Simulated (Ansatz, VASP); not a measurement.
# Ge4H (H-terminated Ge(111)) in two plane-wave programs, part 2 of 3

Wanted: the spread between two codes on one cell, functional and k mesh. Of the first pair: The structure shown is the end of the VASP relaxation below. Valence electrons are named where the data sets of a main pair hold unlike numbers.

VASP 6.6.1 and Ansatz 0.2.0.

So far: Set-up; VASP: relaxation, PBE.

**3. Ansatz: single point, PBE**

Level of this step: Ansatz beside VASP: Kohn-Sham DFT, plane waves, PBE (Ansatz).

Ansatz runs on its default PAW (the set named soft_2) files.

The same cell, functional, mesh and smearing now go to Ansatz, which takes its cutoff from its data sets.

input.yaml reads:

```yaml
crystal:
  lattice:
    - [4.09342654, 0.0, 0.0]
    - [2.04671327, 3.54501137, 0.0]
    - [0.0, 0.0, 29.98237351]
  atoms:
    - { symbol: Ge, position: [0.66666667, 0.66666667, 0.32127061] }
    - { symbol: Ge, position: [0.0, 0.0, 0.34751841] }
    - { symbol: Ge, position: [0.0, 0.0, 0.43055522] }
    - { symbol: Ge, position: [0.33333333, 0.33333333, 0.45833736] }
    - { symbol: Ge, position: [0.33333333, 0.33333333, 0.54166264] }
    - { symbol: Ge, position: [0.66666667, 0.66666667, 0.56944478] }
    - { symbol: Ge, position: [0.66666667, 0.66666667, 0.65248159] }
    - { symbol: Ge, position: [0.0, 0.0, 0.67872939] }
    - { symbol: H, position: [0.66666667, 0.66666667, 0.26886459] }
    - { symbol: H, position: [0.0, 0.0, 0.73113541] }
hamiltonian:
  xc: pbe
  pseudopotentials: { kind: paw }
kpoints:
  mp_grid: { grid: [9, 9, 1] }
scf:
  occupations: { method: gaussian, width: 0.03 }
  n_extra_bands: 6
efield:
  axis: 3
  dipole_correction: true
  ramp_width: 0.04
output:
  forces: true
  eigenvalues: true
```

Started as:

```sh
ansatz run input.yaml --threads 4 --pin off --max-ram 9216MiB --backend cpu --events-out ev --progress --plain --runs-dir out
```

Numbers of over 12 decimals in the logs are rounded to 6 here.

The log of the run:

```text
scf.n_extra_bands = 6 over 57 filled bands (N_el = 114.0): the run solves 63 bands
Engine: ansatz 0.2.0, aarch64-unknown-linux-gnu
Pseudopotentials: kind: paw
Pseudopotential: Ge, paw, valence charge 14, recommended cutoff 420 eV (normal), Ge.paw.azcp
Pseudopotential: H, paw, valence charge 1, recommended cutoff 420 eV (normal), H.paw.azcp
Functional definition: PBE
  parameter kappa = 0.804
  parameter beta = 0.066725
  exchange = pbe_x(kappa = kappa, mu = beta*pi^2/3)
  correlation = pbe_c(beta = beta)
Crystal: 10 atoms, lattice volume = 435.082 Å³
Basis set: ecut = 420 eV, 8429 PW (Γ), exchange–correlation on 60×60×432 points (8 copies of the dense FFT grid, shifted against one another)
Bands: 63, of which v1, the nominal top of the filled ones, is band 57 counted from 1 (56 counted from 0)
Symmetry: 6 space group operations
k-points: 12 of 81 (time reversal used)
Non-local potential: Ge, projectors of the file, l = 0: 2, l = 1: 2, l = 2: 3, l = 3: 1
Non-local potential: H, projectors of the file, l = 0: 2, l = 1: 1
PAW form: soft (Blöchl's): semilocal exchange-correlation on the pseudo side does not see the compensation charge
PAW one-centre angular grid: Ge, 590 points (default); XC on 64 Gauss nodes
PAW one-centre angular grid: H, 110 points (default); XC on 64 Gauss nodes
Initial density: superposition of atomic densities (neutral atoms: chi_scale 0, normalization atom), corrected by the library's trained network
Initial wavefunctions: pseudopotential atomic-orbital guess
Functional: x = pbe(κ = 0.804, μ = 0.219515), c = pbe(β = 0.066725)
SCF iter   1: F=—  HF=-34391.106073 eV  |F-HF|=—  |Δ(HF+E_count)|=         —  Δρ=1.35e-3  dr2=3.10e-2  ethr=1.77e-3  p=0.000 e·Å  D=1.45e-13 V/Å  ΔV_dip=-0.00 eV  dr2_dipole=4.26e-10  V_vac-E_F(+/−)=4.49/4.49 eV  ⟨swp⟩=6.8  Hψ=2910  notcnv=0
efield: sawtooth ramp at fractional position 0.9800 (placed from the atoms, in the widest stretch of the axis that holds none; the zero of the levels goes with the place), width 0.0400; the density the first Hamiltonian is built on has a dipole p = 0.000 e·Å; the dipole correction subtracts the counter field D = 1.45e-13 V/Å, which shifts the + side's vacuum level by -0.00 eV against the − side's; the planar-averaged density in the ramp window peaks in size at 2.0e-5 e/Å³
preconditioner: auto → Resta (q_TF=auto, 2.182 Å⁻¹)  ε∞=1.8  [insulator: Δε(μ)=0.197 eV  Ē_g=20.999 eV  σ=0.030 eV  W_gap=1.00  n_scr=98 (ndim 8)  ℏωp=19.0 eV  f_vac=0.523  D(μ)=0.00/eV (n_scr^D=0)  ε∞_Penn≈1.8  vacuum switching on, ρ_ref=3.2e-2 e/Å³]
SCF iter   2: F=—  HF=-34391.105410 eV  |F-HF|=—  |Δ(HF+E_count)|=   6.63e-4  Δρ=7.72e-4  dr2=4.10e-2  ethr=2.72e-5  p=0.000 e·Å  D=7.11e-6 V/Å  ΔV_dip=-0.00 eV  dr2_dipole=1.96e-9  V_vac-E_F(+/−)=4.61/4.61 eV  ⟨swp⟩=3.0  Hψ=1145  notcnv=0  defer=14
SCF iter   3: F=—  HF=-34391.101295 eV  |F-HF|=—  |Δ(HF+E_count)|=   4.11e-3  Δρ=5.24e-4  dr2=4.69e-3  ethr=2.72e-5  p=0.000 e·Å  D=1.26e-5 V/Å  ΔV_dip=-0.00 eV  dr2_dipole=2.56e-8  V_vac-E_F(+/−)=4.40/4.40 eV  ⟨swp⟩=2.8  Hψ=944  notcnv=0  defer=14
SCF iter   4: F=—  HF=-34391.101495 eV  |F-HF|=—  |Δ(HF+E_count)|=   2.00e-4  Δρ=1.70e-4  dr2=2.59e-4  ethr=4.11e-6  p=-0.000 e·Å  D=-5.41e-5 V/Å  ΔV_dip=0.00 eV  dr2_dipole=4.89e-7  V_vac-E_F(+/−)=4.39/4.39 eV  ⟨swp⟩=2.0  Hψ=875  notcnv=0  defer=14
SCF iter   5: F=—  HF=-34391.101520 eV  |F-HF|=—  |Δ(HF+E_count)|=   2.48e-5  Δρ=6.32e-5  dr2=2.20e-5  ethr=2.27e-7  p=0.000 e·Å  D=1.09e-4 V/Å  ΔV_dip=-0.00 eV  dr2_dipole=2.50e-6  V_vac-E_F(+/−)=4.37/4.37 eV  ⟨swp⟩=3.0  Hψ=1426  notcnv=0  defer=14
SCF iter   6: F=—  HF=-34391.101695 eV  |F-HF|=—  |Δ(HF+E_count)|=   1.75e-4  Δρ=4.37e-5  dr2=1.68e-4  ethr=1.93e-8  p=-0.002 e·Å  D=-7.02e-4 V/Å  ΔV_dip=0.02 eV  dr2_dipole=1.04e-4  V_vac-E_F(+/−)=4.38/4.36 eV  ⟨swp⟩=2.0  Hψ=1438  notcnv=0  defer=14
SCF iter   7: F=—  HF=-34391.101679 eV  |F-HF|=—  |Δ(HF+E_count)|=   1.59e-5  Δρ=2.55e-5  dr2=2.09e-5  ethr=1.93e-8  p=0.001 e·Å  D=2.16e-4 V/Å  ΔV_dip=-0.01 eV  dr2_dipole=1.03e-5  V_vac-E_F(+/−)=4.37/4.38 eV  ⟨swp⟩=2.0  Hψ=862  notcnv=0  defer=14
SCF iter   8: F=—  HF=-34391.101676 eV  |F-HF|=—  |Δ(HF+E_count)|=   3.50e-6  Δρ=1.02e-5  dr2=5.93e-7  ethr=1.83e-8  p=0.000 e·Å  D=3.03e-5 V/Å  ΔV_dip=-0.00 eV  dr2_dipole=1.87e-7  V_vac-E_F(+/−)=4.37/4.37 eV  ⟨swp⟩=2.0  Hψ=846  notcnv=0  defer=14
SCF iter   9: F=-34391.101676 eV  HF=-34391.101676 eV  |F-HF|=4.26e-8  |Δ(HF+E_count)|=   2.86e-7  Δρ=3.50e-6  dr2=5.97e-8  ethr=8.77e-11  p=-0.000 e·Å  D=-9.66e-7 V/Å  ΔV_dip=0.00 eV  dr2_dipole=8.82e-10  V_vac-E_F(+/−)=4.37/4.37 eV  ⟨swp⟩=8.2  Hψ=3451  notcnv=0
SCF 1 converged in 9 iterations: F = -34391.101676 eV  dr2 = 5.97e-8
  greatest PAW one-centre occupation: 0.998 electrons in one spin orbital (limit 2), on the Ge atom at site 7 (counted from 0), in its partial waves of l = 2
SCF converged after 9 iterations
Free energy (F): -34391.101676 eV
Harris-Foulkes:  -34391.101676 eV  (|F-HF|=4.26e-8)
Internal energy: -34391.101676 eV  (E = F + TS)
E sigma→0 (E₀):  -34391.101676 eV
Fermi energy:    1.070162 eV
Dipole field:    D = -0.000028 V/Å  (p = -0.000067 e·Å, saw-weighted, corrected)
Work function:   Φ+ = 4.3727 eV   Φ− = 4.3719 eV
Levels:          The Fermi level and band energies are counted from a zero that moves with the ramp; work functions are not
--- Per-component energies (eV) ---
  E_band       = -2023.124049
  E_kinetic    = 911.687225
  E_local      = -146478.592235  (includes V_loc(G=0)·N_el)
  E_nonlocal   = 3350.499968
  E_hartree    = 71616.869285
  E_xc         = -618.609582
  E_vxc        = -534.767525  (∫ρ·V_xc dr)
  E_paw        = -16160.496725  (= ΣΔE_a)
  E_vpaw       = -2505.671835  (= ΣTr[D̂ρ^β])
  E_aug_tail   = 0.000237  (compensation charges beyond the density's cutoff)
  E_efield     = 0.000000  (sawtooth field / dipole correction)
  E_vefield    = 0.000000  (∫n·V_field dr)
  E_ewald      = 52987.540152
  E_smearing   = -0.000000  (= −TS)
  E_closure    = -0.000000  (closes the sum)
  Σ components = -34391.101676   (vs F -34391.101676, Δ=0.00e0)
--- Forces (eV/Å), atoms counted from 1 ---
  atom   1  Ge    -0.00000000     0.00000000    -0.10550686
  atom   2  Ge    -0.00000000    -0.00000000    -0.00077591
  atom   3  Ge     0.00000000     0.00000000     0.01893233
  atom   4  Ge    -0.00000000    -0.00000000    -0.00824147
  atom   5  Ge     0.00000000     0.00000000     0.00820476
  atom   6  Ge     0.00000000    -0.00000000    -0.01885185
  atom   7  Ge    -0.00000000     0.00000000     0.00073108
  atom   8  Ge     0.00000000    -0.00000000     0.10550957
  atom   9  H      0.00000000    -0.00000000     0.16305114
  atom  10  H     -0.00000000     0.00000000    -0.16306403
  max |Σ_I F_I| component: 1.12e-5 eV/Å
--- Band table (eV; the first three rows and the last of 12) ---
  k-point 0: bands = [... 53 lower, 0.5608, 0.5608, 0.9682, 0.9682, 1.1692, 1.2065, 1.4414, 1.6769, ... 2 higher]
  k-point 1: bands = [... 53 lower, -0.1046, 0.2134, 0.3394, 0.7693, 2.2089, 2.2973, 2.4032, 2.7439, ... 2 higher]
  k-point 2: bands = [... 53 lower, -0.6072, -0.1305, -0.0990, 0.3245, 2.2338, 2.5537, 2.6802, 2.8551, ... 2 higher]
  k-point 11: bands = [... 53 lower, -2.3092, -1.2501, -1.2500, -1.2262, 3.0825, 3.2016, 3.2016, 4.5184, ... 2 higher]
```

Elapsed: 19 s, on 4 threads of Arm Neoverse N1, shared host; peak memory 0.97 GiB.

**4. Side by side**

Known differences besides the potentials themselves: the data sets hold 114 valence electrons in Ansatz (on its default PAW (the set named soft_2) files) and 34 in VASP; the cutoff is 420 eV in Ansatz and 320 eV in VASP (PREC = Normal); VASP leaves aspherical gradient terms in its spheres out (LASPH is not set), Ansatz keeps them. Total energies have different zeros and are not compared.

Both answers:

```
              quantity  Ansatz   VASP  difference
gap on the k mesh (eV)   0.201  0.202      -0.001
```

At this near-relaxed geometry the largest component of a force difference is 182 meV/Å. A gap on the mesh is an upper bound, since the band edges may lie between its points. With vacuum in the cell, a pressure given here is an average over mostly empty space and none of the material.

**5. Other set-ups**

Further runs change the set-up of one program: Ansatz's method, potentials or start, or VASP's data sets, cutoff or form of LDA. The table gives Ansatz less VASP for each quantity, since a change that brings one quantity closer may part another.

```
                                        run  r.m.s. force difference (meV/Å)  gap on the k mesh (eV)
                                   as above                               57                 -9.9e-4
   Ansatz's larger PAW set (cutoff 1000 eV)                               60                  0.0011
norm-conserving potentials (cutoff 1061 eV)                               57                 -9.8e-4
```

**6. VASP: band structure, PBE**

The same path points are solved in both programs, so levels can be compared one by one.

INCAR reads:

```
SYSTEM = Ge4H
PREC = Normal
ENCUT = 320
EDIFF = 1E-06
NELM = 120
ISMEAR = 0
SIGMA = 0.03
LREAL = .FALSE.
ALGO = Fast
GGA = PE
NBANDS = 27
LORBIT = 11
LWAVE = .FALSE.
LCHARG = .TRUE.
KPAR = 4
IDIPOL = 3
LDIPOL = .TRUE.
DIPOL = 0.5 0.5 0.5
LVHAR = .TRUE.
LVACPOTAV = .TRUE.
NEDOS = 1500
```

POSCAR reads:

```
Ge4H
1.0
    4.0934265369      0.0000000000      0.0000000000
    2.0467132684      3.5450113694      0.0000000000
    0.0000000000      0.0000000000     29.9823735078
Ge H
8 2
Direct
    0.6666666700      0.6666666700      0.3212706078
    0.0000000000      0.0000000000      0.3475184073
    0.0000000000      0.0000000000      0.4305552172
    0.3333333300      0.3333333300      0.4583373554
    0.3333333300      0.3333333300      0.5416626446
    0.6666666700      0.6666666700      0.5694447828
    0.6666666700      0.6666666700      0.6524815927
    0.0000000000      0.0000000000      0.6787293922
    0.6666666700      0.6666666700      0.2688645934
    0.0000000000      0.0000000000      0.7311354066
```

KPOINTS reads:

```
Automatic mesh
0
Gamma
9 9 1
0 0 0
```

KPOINTS_OPT reads:

```
Line mode
14
Line-mode
Reciprocal
  0.00000000   0.00000000   0.00000000 GAMMA
  0.00000000  -0.50000000   0.00000000 M

  0.00000000  -0.50000000   0.00000000 M
  0.33333333  -0.33333333   0.00000000 K

  0.33333333  -0.33333333   0.00000000 K
  0.00000000   0.00000000   0.00000000 GAMMA
```

PAW data sets: Ge and H (PBE family, release 64).

Started as:

```sh
mpirun -np 4 vasp_std
```

The log of the run:

```text
[... set-up lines as in an earlier step ...]
 entering main loop
       N       E                     dE             d eps       ncg     rms          rms(c)
DAV:   1     0.134587946264E+03    0.13459E+03   -0.83811E+03   648   0.624E+02
DAV:   2    -0.284880452048E+02   -0.16308E+03   -0.15661E+03   889   0.136E+02
DAV:   3    -0.425392641481E+02   -0.14051E+02   -0.13912E+02   818   0.447E+01
DAV:   4    -0.428855789873E+02   -0.34631E+00   -0.34517E+00   896   0.780E+00
[...]
RMM:  20    -0.421276121358E+02   -0.47156E-05   -0.25310E-07   465   0.127E-03    0.223E-04
RMM:  21    -0.421276132512E+02   -0.11154E-05   -0.47267E-08   328   0.937E-04    0.186E-04
RMM:  22    -0.421276134201E+02   -0.16890E-06   -0.12949E-08   261   0.864E-04
 -----------------------------------------------------------------------------
|                                                                             |
|           W    W    AA    RRRRR   N    N  II  N    N   GGGG   !!!           |
|           W    W   A  A   R    R  NN   N  II  NN   N  G    G  !!!           |
[...]
-----------------------------------------------------------------------------

   1 F= -.42127613E+02 E0= -.42127613E+02  d E =-.700418E-08
 Start KPOINTS_OPT (optional k-point list driver)
k-point batch [1-12\42]
       N       E                     dE             ncg
DAV:   1    -0.368132015602E+03   -0.37337E+04      648
DAV:   2    -0.221923246231E+04   -0.18511E+04      923
DAV:   3    -0.240423847525E+04   -0.18501E+03      831
DAV:   4    -0.240889394269E+04   -0.46555E+01      933
DAV:   5    -0.240900940587E+04   -0.11546E+00      901
DAV:   6    -0.240901172351E+04   -0.23176E-02      968
DAV:   7    -0.240901180869E+04   -0.85182E-04      917
DAV:   8    -0.240901181260E+04   -0.39124E-05      792
DAV:   9    -0.240901181273E+04   -0.13069E-06      677
[...]
k-point batch [37-42\42]
       N       E                     dE             ncg
DAV:   1     0.346909128426E+04   -0.60404E+03      324
DAV:   2     0.253372020354E+04   -0.93537E+03      492
DAV:   3     0.243791247832E+04   -0.95808E+02      415
DAV:   4     0.243518812056E+04   -0.27244E+01      472
DAV:   5     0.243512589208E+04   -0.62228E-01      431
DAV:   6     0.243512306156E+04   -0.28305E-02      520
DAV:   7     0.243512303523E+04   -0.26331E-04      431
DAV:   8     0.243512303438E+04   -0.84812E-06      368
```

OUTCAR, selected parts (step 6):

```text
  Total       -0.6854273     -0.6854273     -0.1966023      0.0000000      0.0000000     -0.0000000
  in kB       -2.5240695     -2.5240695     -0.7239833      0.0000000      0.0000000     -0.0000000
  external PRESSURE =      -1.9240408 kB  Pullay stress =       0.0000000 kB

 POSITION                                       TOTAL-FORCE (eV/Angst)
 -----------------------------------------------------------------------------------
      4.09343      2.36334      9.63246        -0.000000     -0.000000      0.020507
      0.00000      0.00000     10.41943        -0.000000     -0.000000     -0.010043
      0.00000      0.00000     12.90907        -0.000000      0.000000      0.024401
      2.04671      1.18167     13.74204        -0.000000     -0.000000     -0.010689
      2.04671      1.18167     16.24033        -0.000000     -0.000000      0.010689
      4.09343      2.36334     17.07331         0.000000     -0.000000     -0.024401
      4.09343      2.36334     19.56295        -0.000000     -0.000000      0.010043
      0.00000      0.00000     20.34992         0.000000      0.000000     -0.020507
      4.09343      2.36334      8.06120        -0.000000      0.000000     -0.018942
      0.00000      0.00000     21.92117        -0.000000     -0.000000      0.018942
 -----------------------------------------------------------------------------------
    total drift:                               -0.000003     -0.000002     -0.000002

  FREE ENERGIE OF THE ION-ELECTRON SYSTEM (eV)
  ---------------------------------------------------
  free  energy   TOTEN  =       -42.1276134201 eV

  energy  without entropy=      -42.1276134131  energy(sigma->0) =      -42.12761342

[... 2 parts as in an earlier step ...]

[... 1 further part left out ...]
[key lines of the parts left out:]
E-fermi :  -0.9325
```

(Continued in part 3 of 3.)

[Lines on the potential files, build, host, timing and source positions are cut from VASP's logs without a mark.]

[Logs are printed without paths, hosts, clocks, repeated set-up lines and the standing remarks that a program may print on its own settings, such as how far it seeks lower states.]

[Hosts, paths, dates, database ids (printed as entryN), source tags and the programs' standing remarks are cut or masked in the printed files.]
